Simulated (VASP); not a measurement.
An input for Quantum ESPRESSO's pw.x (written as the equivalent of a VASP run, and not itself run):

```
&CONTROL
  calculation = 'scf'
  pseudo_dir = './pseudo'
  outdir = './out'
  tprnfor = .true.
  tstress = .true.
/
&SYSTEM
  ibrav = 0
  nat = 8
  ntyp = 2
  ecutwfc = 92
  occupations = 'smearing'
  smearing = 'gaussian'
  degauss = 0.00735
  input_dft = 'pz'
/
&ELECTRONS
  conv_thr = 7.3e-08
  electron_maxstep = 100
/
ATOMIC_SPECIES
  Ga 69.723 Ga.upf
  Cu 63.546 Cu.upf
CELL_PARAMETERS angstrom
     5.1573900    0.0000000    0.0000000
    -2.5786950    4.4664310    0.0000000
     0.0000000    0.0000000    4.2012400
ATOMIC_POSITIONS crystal
  Ga   0.3333330  0.6666670  0.7500000
  Ga   0.6666670  0.3333330  0.2500000
  Cu   0.1653850  0.3307700  0.2500000
  Cu   0.8346150  0.6692300  0.7500000
  Cu   0.8346150  0.1653850  0.7500000
  Cu   0.1653850  0.8346150  0.2500000
  Cu   0.6692300  0.8346150  0.2500000
  Cu   0.3307700  0.1653850  0.7500000
K_POINTS automatic
  5 5 5 0 0 0
```

Problem. Write the VASP files for the same calculation (LDA).

Solution. This is not unique; one that fits is 
**INCAR**
```
SYSTEM = GaCu3
PREC = Accurate; ENCUT = 300; LREAL = F
LASPH = T
EDIFF = 1E-6; NELM = 100; ALGO = Normal
LMAXMIX = 4
ISMEAR = 0; SIGMA = 0.1
ISIF = 2
LWAVE = F; LCHARG = F
```

**POSCAR**
```
GaCu3
1
    5.1573900000     0.0000000000     0.0000000000
   -2.5786950000     4.4664310000     0.0000000000
    0.0000000000     0.0000000000     4.2012400000
Ga Cu
2 6
Direct
  0.3333330000   0.6666670000   0.7500000000
  0.6666670000   0.3333330000   0.2500000000
  0.1653850000   0.3307700000   0.2500000000
  0.8346150000   0.6692300000   0.7500000000
  0.8346150000   0.1653850000   0.7500000000
  0.1653850000   0.8346150000   0.2500000000
  0.6692300000   0.8346150000   0.2500000000
  0.3307700000   0.1653850000   0.7500000000
```

**KPOINTS**
```
Automatic mesh
0
Gamma
5 5 5
0 0 0
```

POTCAR, in this order: Ga_d Cu (LDA.64 set). Program: vasp_std.

The two are equivalent in intent, not identical: the potentials are each code's own (VASP's PAW set, PseudoDojo norm-conserving files in pw.x), so ENCUT and ecutwfc are chosen apart and not converted; conv_thr bounds pw.x's estimated SCF error, while EDIFF bounds the energy change between steps.

The structure comes from a computed database's GaCu3 entry (P6_3/mmc); how it stands against other phases isn't given here. The cell was not relaxed at this level.
